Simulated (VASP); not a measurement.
# Quasiparticle energies of CdSe in VASP, part 4 of 4

Aim: the quasiparticle gap of CdSe, and what it costs to get it. The cell is of the zinc-blende type, one of the forms listed for this formula. The start joins lattice constants measured in a paper with the fractional positions of a database entry.

VASP 6.6.1, plane waves and PAW; the level of theory is named at each step.

So far, quasiparticle gap on the mesh (eV): step 4 (evGW0) 1.60. Also gap on the k-mesh (eV): step 3 (empty bands, functional PBE) 0.624; step 6 (orbitals for another starting point) 0.623.

## (7) Another starting point

This step: HSE06; plane waves and PAW (Cd_GW, Se_GW) (VASP 6.6.1).

To see how much the result owes to its start, the ground state is made again with HSE06. A small SIGMA keeps every occupation at zero or full.

Input file INCAR:

```
SYSTEM = CdSe
PREC = Accurate
ENCUT = 300
EDIFF = 1E-08
NELM = 100
ISMEAR = 0
SIGMA = 0.01
LREAL = .FALSE.
ALGO = Normal
LHFCALC = .TRUE.
AEXX = 0.25
GGA = PE
HFSCREEN = 0.2
LASPH = .TRUE.
NBANDS = 15
PRECFOCK = Fast
LORBIT = 11
LWAVE = .TRUE.
LCHARG = .FALSE.
KPAR = 8
```

Input file POSCAR:

```
CdSe
1.0
    0.0000000000      3.0250000000      3.0250000000
    3.0250000000      0.0000000000      3.0250000000
    3.0250000000      3.0250000000      0.0000000000
Cd Se
1 1
Direct
    0.0000000000      0.0000000000      0.0000000000
    0.7500000000      0.7500000000      0.7500000000
```

Input file KPOINTS:

```
Automatic mesh
0
Gamma
6 6 6
0 0 0
```

Potentials, in the order of the species: Cd_GW and Se_GW (PBE family, release 64).

The run starts from files that an earlier step left in the folder.

Started as:

```
$ mpirun -np 8 vasp_std
```

What it wrote:

```text
[banner, memory and clock lines left out]
running    8 mpi-ranks, on    1 nodes
 distrk:  each k-point on    1 cores,    8 groups
 distr:  one band on    1 cores,    1 groups

 POSCAR found type information on POSCAR CdSe
 POSCAR found :  2 types and       2 ions
 [... a notice as in an earlier step ...]

 LDA part: xc-table for (Slater+PW92), standard interpolation
 found WAVECAR, reading the header
 POSCAR, INCAR and KPOINTS ok, starting setup
 FFT: planning ... GRIDC
 FFT: planning ... GRID_SOFT
 FFT: planning ... GRID
 reading WAVECAR
 the WAVECAR file was read successfully
 initial charge from wavefunction
 entering main loop
       N       E                     dE             d eps       ncg     rms          rms(c)
DAV:   1    -0.683881153106E+01   -0.68388E+01   -0.30315E-01   655   0.587E+00    0.113E+00
DAV:   2    -0.684262006143E+01   -0.38085E-02   -0.31975E-02   697   0.209E+00    0.399E-01
DAV:   3    -0.684146395568E+01    0.11561E-02   -0.23832E-03   737   0.563E-01    0.169E-01
DAV:   4    -0.684120477268E+01    0.25918E-03   -0.36260E-04   669   0.181E-01    0.886E-02
DAV:   5    -0.684114976502E+01    0.55008E-04   -0.71288E-05   642   0.711E-02    0.528E-02
DAV:   6    -0.684113235285E+01    0.17412E-04   -0.98321E-06   684   0.293E-02    0.329E-02
DAV:   7    -0.684112586586E+01    0.64870E-05   -0.26679E-06   609   0.138E-02    0.205E-02
DAV:   8    -0.684112379467E+01    0.20712E-05   -0.13726E-06   628   0.900E-03    0.128E-02
DAV:   9    -0.684112313973E+01    0.65494E-06   -0.52825E-07   655   0.539E-03    0.797E-03
DAV:  10    -0.684112290765E+01    0.23208E-06   -0.20594E-07   621   0.339E-03    0.500E-03
DAV:  11    -0.684112290178E+01    0.58678E-08   -0.84625E-08   632   0.216E-03
   1 F= -.68411229E+01 E0= -.68411229E+01  d E =-.125209E-17
 writing wavefunctions
```

Elapsed: 2.5 min, on 8 MPI ranks of AMD EPYC 7R43, shared host; peak memory 1.7 GiB; 19 min of CPU time.

OUTCAR, selected parts (step 7):

```text
   k-points           NKPTS =     16   k-points in BZ     NKDIM =    216   number of bands    NBANDS=     15

   NELECT =      18.0000    total number of electrons

  exchange ACFDT corr.  =         0.00000000  see jH, gK, PRB 81, 115126

 E-fermi :   1.7163

 k-point     1 :       0.0000    0.0000    0.0000
  band No.  band energies     occupation
    ...
      5      -7.1383      2.00000
      6      -7.1383      2.00000
      7       1.6600      2.00000
      8       1.6600      2.00000
      9       1.6600      2.00000
     10       3.2338      0.00000
     11       8.6528      0.00000
     12       8.6528      0.00000
     13       8.6528      0.00000
     14      12.7350      0.00000
    ...

 POSITION                                       TOTAL-FORCE (eV/Angst)
 -----------------------------------------------------------------------------------
      0.00000      0.00000      0.00000        -0.000000     -0.000000     -0.000000
      4.53750      4.53750      4.53750         0.000000      0.000000      0.000000
 -----------------------------------------------------------------------------------
    total drift:                               -0.000007     -0.000007     -0.000006

  FREE ENERGIE OF THE ION-ELECTRON SYSTEM (eV)
  ---------------------------------------------------
  free  energy   TOTEN  =        -6.8411229018 eV

  energy  without entropy=       -6.8411229018  energy(sigma->0) =       -6.84112290

[... 7 parts as in an earlier step ...]

[... 9 further parts left out ...]
```

The PAW data sets were made with PBE, which is usual practice but a small mismatch for other functionals.

Numbers from this step:

| Quantity | Value |
| --- | --- |
| free energy (TOTEN) | -6.841 eV |
| Fermi energy | 1.716 eV |
| gap on the k-mesh | 1.574 eV |
| least direct gap on the k-mesh | 1.574 eV |

## (8) Empty bands, functional HSE06

The next step needs empty bands that the ground-state run didn't converge, so the Hamiltonian is diagonalised exactly for NBANDS bands, in a single step. LOPTICS writes the k-derivatives of the orbitals (WAVEDER), which give the long-wavelength limit of the screening.

Input file INCAR:

```
SYSTEM = CdSe
PREC = Accurate
ENCUT = 300
ISMEAR = 0
SIGMA = 0.01
LREAL = .FALSE.
LHFCALC = .TRUE.
AEXX = 0.25
GGA = PE
HFSCREEN = 0.2
LASPH = .TRUE.
NBANDS = 360
PRECFOCK = Fast
ALGO = Exact
NELM = 1
LWAVE = .TRUE.
LCHARG = .FALSE.
LOPTICS = .TRUE.
NEDOS = 1000
CSHIFT = 0.1
```

POSCAR is that of step 7.

KPOINTS is that of step 7.

The run starts from files that an earlier step left in the folder.

Started as:

```
$ mpirun -np 8 vasp_std
```

What it wrote:

```text
[... set-up lines as in an earlier step ...]
 entering main loop
       N       E                     dE             d eps       ncg     rms          rms(c)
DIA:   1    -0.684112301733E+01   -0.68411E+01    0.00000E+00     0   0.000E+00
   1 F= -.68411230E+01 E0= -.68411230E+01  d E =-.713725E-74
 writing wavefunctions
 optical routines
 imaginary and real dielectric function
 recalculating local potential from charge density
 direction            1
 direction            2
 direction            3
```

Run time: 18 min. Hardware: 8 MPI ranks; peak memory 1.9 GiB.

OUTCAR, selected parts (step 8):

```text
 POSITION                                       TOTAL-FORCE (eV/Angst)
 -----------------------------------------------------------------------------------
      0.00000      0.00000      0.00000        -0.000000     -0.000000     -0.000000
      4.53750      4.53750      4.53750         0.000000      0.000000      0.000000
 -----------------------------------------------------------------------------------
    total drift:                               -0.000002     -0.000004     -0.000003

  FREE ENERGIE OF THE ION-ELECTRON SYSTEM (eV)
  ---------------------------------------------------
  free  energy   TOTEN  =        -6.8411230173 eV

  energy  without entropy=       -6.8411230173  energy(sigma->0) =       -6.84112302

[... 2 parts as in an earlier step ...]

[... 1 further part left out ...]
[key lines of the parts left out:]
E-fermi :   1.7872
```

## (9) G0W0

This step: G0W0 on HSE06; plane waves and PAW (Cd_GW, Se_GW) (VASP 6.6.1).

G0W0 keeps orbitals and screening fixed and shifts each of the lowest NBANDSGW levels once.

Input file INCAR:

```
SYSTEM = CdSe
PREC = Accurate
ENCUT = 300
ISMEAR = 0
SIGMA = 0.01
LREAL = .FALSE.
LHFCALC = .TRUE.
AEXX = 0.25
GGA = PE
HFSCREEN = 0.2
LASPH = .TRUE.
NBANDS = 360
PRECFOCK = Fast
ALGO = EVGW0
NELMGW = 1
ENCUTGW = 200
NOMEGA = 48
NBANDSGW = 24
LWAVE = .FALSE.
LCHARG = .FALSE.
```

POSCAR is that of step 8.

KPOINTS is that of step 8.

The WAVECAR or CHGCAR of an earlier step is read.

Started as:

```
$ mpirun -np 8 vasp_std
```

What it wrote:

```text
[banner, memory and clock lines left out]
running    8 mpi-ranks, on    1 nodes
 distrk:  each k-point on    8 cores,    1 groups
 distr:  one band on    1 cores,    8 groups

 POSCAR found type information on POSCAR CdSe
 POSCAR found :  2 types and       2 ions
 [... a notice as in an earlier step ...]

 [... a notice as in an earlier step ...]

 LDA part: xc-table for (Slater+PW92), standard interpolation
 found WAVECAR, reading the header
 POSCAR, INCAR and KPOINTS ok, starting setup
 FFT: planning ... GRIDC
 FFT: planning ... GRID_SOFT
 FFT: planning ... GRID
 reading WAVECAR
 the WAVECAR file was read successfully
 initial charge from wavefunction
 available memory per node:     85.14 GB, setting MAXMEM to     87181

 The Fermi energy was updated, please check that it is located mid-gap
 values below the HOMO (VB) or above the LUMO (CB) will cause erroneous energies
 E-fermi :   2.4471

 calculate exact exchange contribution
 the WAVEDER file was read successfully
energies w=
    0.000    0.000    0.506    0.000    1.009    0.000    1.508    0.000
    2.002    0.000    2.488    0.000    2.966    0.000    3.435    0.000
    3.896    0.000    4.348    0.000    4.792    0.000    5.228    0.000
    5.659    0.000    6.084    0.000    6.506    0.000    6.926    0.000
    7.345    0.000    7.766    0.000    8.190    0.000    8.619    0.000
    9.056    0.000    9.503    0.000    9.962    0.000   10.438    0.000
   10.932    0.000   11.451    0.000   11.997    0.000   12.577    0.000
   13.197    0.000   13.866    0.000   14.592    0.000   15.387    0.000
   16.267    0.000   17.251    0.000   18.362    0.000   19.633    0.000
   21.107    0.000   22.841    0.000   24.918    0.000   27.456    0.000
   30.634    0.000   34.729    0.000   40.207    0.000   47.905    0.000
   59.488    0.000   78.835    0.000  117.503    0.000  232.484    0.000
 responsefunction array rank=     368
 LDA part: xc-table for (Slater+PW92), standard interpolation

 min. memory requirement per mpi rank    444.9 MB, per node   3559.3 MB

 allocating   6 responsefunctions rank=   368
 shmem allocating  48 responsefunctions rank=   368
 response function shared by NCSHMEM nodes    1
 Doing            6  frequencies on each core in blocks of           48
NQ=   1    0.0000    0.0000    0.0000,
|.........|.........|.........|.........|.........|.........|.........|.........
 performed       1641000 updates of chi_q(r,r)
 total number of BLAS operations       1508.84 Gflops
NQ=   2    0.1667    0.0000    0.0000,
|.........|.........|.........|.........|.........|.........|.........|.........
 performed       4457000 updates of chi_q(r,r)
 total number of BLAS operations       4174.91 Gflops
NQ=   3    0.3333    0.0000    0.0000,
|.........|.........|.........|.........|.........|.........|.........|.........
 performed       7273000 updates of chi_q(r,r)
 total number of BLAS operations       7078.55 Gflops
NQ=   4    0.5000    0.0000    0.0000,
|.........|.........|.........|.........|.........|.........|.........|.........
 performed       9674000 updates of chi_q(r,r)
 total number of BLAS operations       9352.01 Gflops
NQ=   5    0.1667    0.1667    0.0000,
|.........|.........|.........|.........|.........|.........|.........|.........
 performed      12490000 updates of chi_q(r,r)
 total number of BLAS operations      12127.69 Gflops
NQ=   6    0.3333    0.1667    0.0000,
|.........|.........|.........|.........|.........|.........|.........|.........
 performed      16792000 updates of chi_q(r,r)
 total number of BLAS operations      16368.06 Gflops
NQ=   7    0.5000    0.1667    0.0000,
|.........|.........|.........|.........|.........|.........|.........|.........
 performed      21094000 updates of chi_q(r,r)
 total number of BLAS operations      20803.93 Gflops
NQ=   8   -0.3333    0.1667    0.0000,
|.........|.........|.........|.........|.........|.........|.........|.........
 performed      25396000 updates of chi_q(r,r)
 total number of BLAS operations      25190.50 Gflops
NQ=   9   -0.1667    0.1667    0.0000,
|.........|.........|.........|.........|.........|.........|.........|.........
 performed      29145000 updates of chi_q(r,r)
 total number of BLAS operations      29013.29 Gflops
NQ=  10    0.3333    0.3333    0.0000,
|.........|.........|.........|.........|.........|.........|.........|.........
 performed      31961000 updates of chi_q(r,r)
 total number of BLAS operations      31852.59 Gflops
NQ=  11    0.5000    0.3333    0.0000,
|.........|.........|.........|.........|.........|.........|.........|.........
 performed      36263000 updates of chi_q(r,r)
 total number of BLAS operations      36117.15 Gflops
NQ=  12   -0.3333    0.3333    0.0000,
|.........|.........|.........|.........|.........|.........|.........|.........
 performed      40012000 updates of chi_q(r,r)
 total number of BLAS operations      39854.76 Gflops
NQ=  13    0.5000    0.5000    0.0000,
|.........|.........|.........|.........|.........|.........|.........|.........
 performed      42171000 updates of chi_q(r,r)
 total number of BLAS operations      41875.49 Gflops
NQ=  14    0.5000    0.3333    0.1667,
|.........|.........|.........|.........|.........|.........|.........|.........
 performed      46991000 updates of chi_q(r,r)
 total number of BLAS operations      46790.62 Gflops
NQ=  15   -0.3333    0.3333    0.1667,
|.........|.........|.........|.........|.........|.........|.........|.........
 performed      51535000 updates of chi_q(r,r)
 total number of BLAS operations      51660.42 Gflops
NQ=  16   -0.3333    0.5000    0.1667,
|.........|.........|.........|.........|.........|.........|.........|.........
 performed      55301000 updates of chi_q(r,r)
 total number of BLAS operations      55565.63 Gflops
 resolving degeneracies of screened two electron integrals

 calculate QP shifts <psi_nk| G(iteration)W_0 |psi_nk>: iteration 1
 entering main loop
```

Wall time 14 min (8 MPI ranks); peak memory 4.4 GiB.

Parts of OUTCAR (step 9):

```text
   NELECT =      18.0000    total number of electrons

 E-fermi :   2.4471

 QP shifts <psi_nk| G(iteration)W_0 |psi_nk>: iteration 1
 for sc-GW calculations column KS-energies equals QP-energies in previous step
 and V_xc(KS)=  KS-energies - (<T + V_ion + V_H > + <T+V_H+V_ion>^1  + <V_x>^1)
 k-point   1 :       0.0000    0.0000    0.0000
  band No.  KS-energies  QP-energies   sigma(KS)   V_xc(KS)     V^pw_x(r,r')   Z            occupation Imag(sigma)
    ...
      6      -7.1382      -8.0101     -18.7086     -17.5334     -23.2576       0.7419       2.0000       0.2370
      7       1.6602       1.1526     -13.9939     -13.3467     -15.2467       0.7845       2.0000      -0.0064
      8       1.6602       1.1526     -13.9939     -13.3467     -15.2467       0.7845       2.0000      -0.0064
      9       1.6602       1.1526     -13.9939     -13.3467     -15.2467       0.7845       2.0000      -0.0064
     10       3.2340       3.1153      -9.3051      -9.1587      -5.7321       0.8103       0.0000      -0.0926
     11       8.6529       8.6180      -8.8072      -8.7633      -4.6416       0.7954       0.0000      -0.0820
     12       8.6529       8.6180      -8.8072      -8.7633      -4.6416       0.7954       0.0000      -0.0820
     13       8.6529       8.6180      -8.8072      -8.7633      -4.6416       0.7954       0.0000      -0.0820
    ...

 k-point   2 :       0.1667    0.0000    0.0000
  band No.  KS-energies  QP-energies   sigma(KS)   V_xc(KS)     V^pw_x(r,r')   Z            occupation Imag(sigma)
    ...
      6      -7.1392      -8.0094     -18.7048     -17.5309     -23.2563       0.7412       2.0000       0.2374
      7      -0.0668      -0.5925     -12.9856     -12.3066     -14.3703       0.7742       2.0000       0.0015
      8       1.4297       0.9175     -13.8455     -13.1903     -15.1494       0.7819       2.0000      -0.0069
      9       1.4297       0.9175     -13.8455     -13.1903     -15.1494       0.7819       2.0000      -0.0069
     10       4.5147       4.4288      -9.8200      -9.7131      -6.2161       0.8041       0.0000      -0.0892
     11       8.4040       8.3157      -8.8594      -8.7483      -4.6802       0.7945       0.0000      -0.0868
     12       9.0061       8.9661      -8.8890      -8.8384      -4.6397       0.7914       0.0000      -0.0848
     13       9.0061       8.9661      -8.8890      -8.8384      -4.6397       0.7914       0.0000      -0.0848
    ...

[... 8 parts as in an earlier step ...]

[... 8 further parts left out ...]
```

Numbers from this step:

* quasiparticle gap on the mesh: 1.963 eV
* smallest direct quasiparticle gap on the mesh: 1.963 eV
* gap of the starting orbitals on the mesh: 1.574 eV

GW takes the gap from 1.574 to 1.963 eV. That is +549 meV against the one-shot pass on PBE. Spin-orbit coupling is left out. The value holds for 360 bands, ENCUTGW = 200 eV and this mesh, and isn't shown to be converged in them.

## (10) Summary

This step: GW series: evGW0 on PBE, G0W0 on HSE06; plane waves and PAW (VASP 6.6.1).

No new run; the numbers come from the runs before.

Cost is wall time times ranks on a shared host, with the step that makes the empty bands. GW runs:

```csv
level,bands,ENCUTGW (eV),NOMEGA,k mesh,starting gap (eV),quasiparticle gap (eV),direct gap (eV),cost (core minutes)
evGW0 on PBE,360,200,48,6x6x6,0.6242,1.596,1.596,476.8
G0W0 on HSE06,360,200,48,6x6x6,1.574,1.963,1.963,258.6
```

## (11) What came out

- evGW0 on PBE, 360 bands, ENCUTGW 200 eV, NOMEGA 48, mesh 6×6×6: 0.624 → 1.596 eV
- G0W0 on HSE06, 360 bands, ENCUTGW 200 eV, NOMEGA 48, mesh 6×6×6: 1.574 → 1.963 eV

**Reading.** evGW0 gives a quasiparticle gap of 1.596 eV on the mesh, 0.97 eV over the PBE gap on the same mesh. On mesh and path the starting valence top lies at Γ and the conduction bottom at Γ, so the starting gap is direct. Both points lie on the GW mesh. Over the final values of the levels run here the gap spans 1.60 to 1.96 eV. In evGW0 the first pass, which is the one-shot result, gives 1.413 eV and pass 4 gives 1.596 eV; the last pass changed the gap by +7 meV, so the loop is converged. One-shot gaps: 1.413 eV from PBE and 1.963 eV from HSE06. The starting gaps span 0.95 eV and the one-shot gaps 0.55 eV. Bands, response cutoff and mesh weren't tested for convergence. The QPGW0 run ended without a result (timeout). In Cd_GW the d shell is in the valence without all the semicore s and p states of the same shell; those stay frozen in the core, and how far that moves the GW gap wasn't tested here. Spin-orbit coupling is left out; with Cd and Se in the cell it can split or shift band edges, by an amount that depends on which atoms form them and isn't tested here. The given cell is kept, although it stands at +3.7 GPa at PBE and ENCUT = 300 eV, which holds the mismatch of the given cell with this functional and any basis-set error. Not tabulated here, as repeats of values shown or as unfit to read for their mesh, reference level or band range: eps2 curves (empty bands); eps1 curves and static values (empty bands); gaps (empty bands).

[Lines on the potential files, build, host, timing and source positions are cut from VASP's logs without a mark.]

[Logs are printed without paths, hosts, clocks, repeated set-up lines and the standing remarks that a program may print on its own settings, such as how far it seeks lower states.]

[Hosts, paths, dates, database ids (printed as entryN), source tags and the programs' standing remarks are cut or masked in the printed files.]

[Pressures printed for these runs are not shown converged in the cutoff: they can be off by several GPa and have the wrong sign.]
